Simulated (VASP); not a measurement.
Calculation: PBE GGA, VASP's PBE PAW potentials (set 64) (plane waves; VASP).

VASP ran on this input.

**POSCAR**
```
Si
1
   -0.0000000000     2.7342686750     2.7342686750
    2.7342686750    -0.0000000000     2.7342686750
    2.7342686750     2.7342686750     0.0000000000
Si
2
Direct
  0.0000000000   0.0000000000   0.0000000000
  0.2500000000   0.2500000000   0.2500000000
```

INCAR:
```
SYSTEM  =  Si
PREC  =  Normal; ENCUT  =  400; LREAL  =  F
LASPH  =  T
EDIFF  =  1E-5; NELM  =  100; NELMIN  =  4
ALGO  =  Fast
ISMEAR  =  0; SIGMA  =  0.05
GGA  =  PE
IBRION  =  2; NSW  =  20; ISIF  =  2
EDIFFG  =  -0.03
LWAVE  =  T; LCHARG  =  F
```

File KPOINTS:
```
Automatic mesh
0
Gamma
12 12 12
0 0 0
```

POTCAR, in this order: Si (PBE.64 set). Program: vasp_std.

Output

File OSZICAR:
```
       N       E                     dE             d eps       ncg     rms          rms(c)
DAV:   1     0.459214451077E+01    0.45921E+01   -0.28373E+03  1152   0.621E+02
DAV:   2    -0.108203672504E+02   -0.15413E+02   -0.14516E+02  1784   0.737E+01
DAV:   3    -0.110166996155E+02   -0.19633E+00   -0.19633E+00  1464   0.106E+01
DAV:   4    -0.110176694183E+02   -0.96980E-03   -0.96980E-03  1872   0.823E-01
DAV:   5    -0.110176697937E+02   -0.37543E-06   -0.37540E-06  1536   0.160E-02    0.474E+00
RMM:   6    -0.109015885499E+02    0.11608E+00   -0.45802E-02  1152   0.132E+00    0.288E+00
RMM:   7    -0.108476734424E+02    0.53915E-01   -0.10817E-01  1170   0.218E+00    0.175E-01
RMM:   8    -0.108492934120E+02   -0.16200E-02   -0.72698E-03  1153   0.686E-01    0.715E-02
RMM:   9    -0.108495019825E+02   -0.20857E-03   -0.14217E-03  1153   0.284E-01    0.796E-02
RMM:  10    -0.108495620659E+02   -0.60083E-04   -0.28332E-04  1155   0.141E-01    0.259E-02
RMM:  11    -0.108495755541E+02   -0.13488E-04   -0.76397E-05  1111   0.761E-02    0.119E-02
RMM:  12    -0.108495768173E+02   -0.12632E-05   -0.11045E-05   804   0.311E-02
   1 F= -.10849577E+02 E0= -.10849577E+02  d E =-.108496E+02
```

### OUTCAR
```
------------------------ aborting loop because EDIFF is reached ----------------------------------------
  FORCE on cell =-STRESS in cart. coord.  units (eV):
  Direction    XX          YY          ZZ          XY          YZ          ZX
  --------------------------------------------------------------------------------------
  Total       -0.0041984     -0.0041984     -0.0041984     -0.0000000     -0.0000000     -0.0000000
  in kB       -0.1645287     -0.1645287     -0.1645287     -0.0000000     -0.0000000     -0.0000000
  external PRESSURE =      -0.1645287 kB  Pullay stress =       0.0000000 kB
  volume of cell :       40.88
      direct lattice vectors                 reciprocal lattice vectors
     0.000000000  2.734268675  2.734268675    -0.182864253  0.182864253  0.182864253
     2.734268675  0.000000000  2.734268675     0.182864253 -0.182864253  0.182864253
     2.734268675  2.734268675  0.000000000     0.182864253  0.182864253 -0.182864253
 POSITION                                       TOTAL-FORCE (eV/Angst)
 -----------------------------------------------------------------------------------
      0.00000      0.00000      0.00000        -0.000000     -0.000000     -0.000000
      1.36713      1.36713      1.36713         0.000000      0.000000      0.000000
 -----------------------------------------------------------------------------------
    total drift:                                0.000000      0.000000      0.000000
  FREE ENERGIE OF THE ION-ELECTRON SYSTEM (eV)
  ---------------------------------------------------
  free  energy   TOTEN  =       -10.8495768173 eV

  energy  without entropy=      -10.8495768173  energy(sigma->0) =      -10.84957682

 reached required accuracy - stopping structural energy minimisation
```
(Selected blocks of OUTCAR.)

The compound is Si in the diamond structure. It was relaxed first.
